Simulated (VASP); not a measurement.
All values below come from PBE GGA, VASP's PBE PAW potentials (set 64) (plane waves; VASP).

Input for VASP

**POSCAR**
```
KI
1
    0.0000000000     3.5350000000     3.5350000000
    3.5350000000     0.0000000000     3.5350000000
    3.5350000000     3.5350000000     0.0000000000
K I
1 1
Direct
  0.0000000000   0.0000000000   0.0000000000
  0.5000000000   0.5000000000   0.5000000000
```

### INCAR
```
ISMEAR = 0   ! Gaussian
NELM = 100
LCHARG = .FALSE.
SIGMA = 0.05
ENCUT = 400
KGAMMA = .TRUE.
LASPH = .TRUE.
LWAVE = .FALSE.
ISIF = 2   ! forces and stress, cell fixed
SYSTEM = KI
EDIFF = 1E-6
ALGO = Normal   ! blocked Davidson
LREAL = .FALSE.   ! projection in real space or not
GGA = PE   ! PBE
PREC = Accurate
KSPACING = 0.25
LMAXMIX = 4   ! l cut-off of mixed one-centre charges
```

POTCAR, in this order: K_sv I (PBE.64 set). Program: vasp_std.

Gaps are read on the run's mesh, which can miss a band edge. Unless said otherwise, spin-orbit coupling is left out, though it shifts the bands of the heavy elements here.

Question: Estimate the energy per atom (σ→0), band gap (on the k-mesh).

Answer: 
The energy per atom (σ→0) is -2.778 eV/atom and the band gap (on the k-mesh) comes out as 3.96 eV.

File OSZICAR:
```
...
DAV:   7    -0.555090674722E+01    0.42383E-02   -0.13405E-01   604   0.207E+00    0.804E-01
DAV:   8    -0.555619103166E+01   -0.52843E-02   -0.14560E-02   608   0.878E-01    0.107E-01
DAV:   9    -0.555664896307E+01   -0.45793E-03   -0.91712E-04   612   0.200E-01    0.715E-02
DAV:  10    -0.555686886712E+01   -0.21990E-03   -0.21832E-04   576   0.991E-02    0.216E-02
DAV:  11    -0.555689066734E+01   -0.21800E-04   -0.41786E-05   616   0.396E-02    0.121E-02
DAV:  12    -0.555689169626E+01   -0.10289E-05   -0.42895E-06   592   0.175E-02    0.113E-02
DAV:  13    -0.555689207118E+01   -0.37492E-06   -0.97732E-07   436   0.680E-03
   1 F= -.55568921E+01 E0= -.55568921E+01  d E =-.422236E-18
```

The compound is KI in the rock salt structure. The cell was not relaxed at this level. The run is one of a series of settings (KGAMMA = .TRUE., KSPACING = 0.25, KPOINTS file removed against the base run), some of them coarse on purpose.
